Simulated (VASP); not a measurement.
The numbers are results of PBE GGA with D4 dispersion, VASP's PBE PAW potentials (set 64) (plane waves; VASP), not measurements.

Input for VASP

### POSCAR
```
TiAl
1
    2.8055054406     0.0000000000     0.0000000000
    0.0000000000     2.8055054406     0.0000000000
    0.0000000000     0.0000000000     4.0259122790
Ti Al
1 1
Direct
  0.0000000000   0.0000000000   0.0000000000
  0.5000000000   0.5000000000   0.5000000000
```

**KPOINTS**
```
Regular mesh
0
gamma
  13 13 9
```

INCAR:
```
ALGO = Normal
EDIFF = 1E-7
EDIFFG = -0.01
ENCUT = 520
GGA = PE
IBRION = 2
ISIF = 4
ISMEAR = 1
IVDW = 13
LASPH = .TRUE.
LCHARG = .FALSE.
LMAXMIX = 4
LREAL = .FALSE.
LWAVE = .FALSE.
NELM = 100
NSW = 30
PREC = Accurate
SIGMA = 0.1
SYSTEM = TiAl
```

POTCAR, in this order: Ti_sv Al (PBE.64 set). Program: vasp_std.

What VASP printed:

File OSZICAR:
```
       N       E                     dE             d eps       ncg     rms          rms(c)
DAV:   1     0.901795826904E+02    0.90180E+02   -0.74815E+03  3083   0.139E+03
DAV:   2    -0.797102721150E+01   -0.98151E+02   -0.95486E+02  3107   0.335E+02
DAV:   3    -0.137499406062E+02   -0.57789E+01   -0.54995E+01  4873   0.787E+01
DAV:   4    -0.139500343435E+02   -0.20009E+00   -0.19408E+00  3873   0.126E+01
DAV:   5    -0.139586665255E+02   -0.86322E-02   -0.86169E-02  4524   0.233E+00    0.988E+00
DAV:   6    -0.125401446000E+02    0.14185E+01   -0.12436E+01  3818   0.386E+01    0.343E+00
DAV:   7    -0.123953901904E+02    0.14475E+00   -0.11716E+00  3518   0.116E+01    0.196E+00
DAV:   8    -0.123845378198E+02    0.10852E-01   -0.15489E-01  3468   0.454E+00    0.533E-01
DAV:   9    -0.123826627611E+02    0.18751E-02   -0.30709E-02  3690   0.235E+00    0.249E-01
DAV:  10    -0.123828057435E+02   -0.14298E-03   -0.19578E-03  3801   0.521E-01    0.594E-02
DAV:  11    -0.123827845397E+02    0.21204E-04   -0.52744E-04  3947   0.256E-01    0.489E-02
DAV:  12    -0.123827874409E+02   -0.29012E-05   -0.34497E-05  3534   0.654E-02    0.131E-02
DAV:  13    -0.123827866708E+02    0.77005E-06   -0.13105E-06  4457   0.113E-02    0.847E-03
DAV:  14    -0.123827867763E+02   -0.10548E-06   -0.10926E-06  3458   0.135E-02    0.640E-04
DAV:  15    -0.123827867766E+02   -0.23556E-09   -0.52447E-08  1814   0.231E-03
   1 F= -.12962535E+02 E0= -.12962400E+02  d E =-.129625E+02
```

### OUTCAR
```
------------------------ aborting loop because EDIFF is reached ----------------------------------------
  Edisp (eV):   -0.57975
  FORCE on cell =-STRESS in cart. coord.  units (eV):
  Direction    XX          YY          ZZ          XY          YZ          ZX
  --------------------------------------------------------------------------------------
  Total      -0.01497    -0.01497    -0.01366     0.00000     0.00000     0.00000
  in kB      -0.75674    -0.75674    -0.69047     0.00000     0.00000     0.00000
  external pressure =       -0.73 kB  Pullay stress =        0.00 kB
  volume of cell :       31.69
      direct lattice vectors                 reciprocal lattice vectors
     2.805505441  0.000000000  0.000000000     0.356442011  0.000000000  0.000000000
     0.000000000  2.805505441  0.000000000     0.000000000  0.356442011  0.000000000
     0.000000000  0.000000000  4.025912279     0.000000000  0.000000000  0.248390906
 POSITION                                       TOTAL-FORCE (eV/Angst)
 -----------------------------------------------------------------------------------
      0.00000      0.00000      0.00000         0.000000      0.000000      0.000000
      1.40275      1.40275      2.01296         0.000000      0.000000      0.000000
 -----------------------------------------------------------------------------------
    total drift:                                0.000000      0.000000      0.000000
  FREE ENERGIE OF THE ION-ELECTRON SYSTEM (eV)
  ---------------------------------------------------
  free  energy   TOTEN  =       -12.9625348006 eV

  energy  without entropy=      -12.9621296088  energy(sigma->0) =      -12.96239974

 reached required accuracy - stopping structural energy minimisation
```
(Selected blocks of OUTCAR.)

The compound is TiAl in the L1_0 structure. It was relaxed first. The electron count is odd and the run is not spin-polarised, which forces a metal.
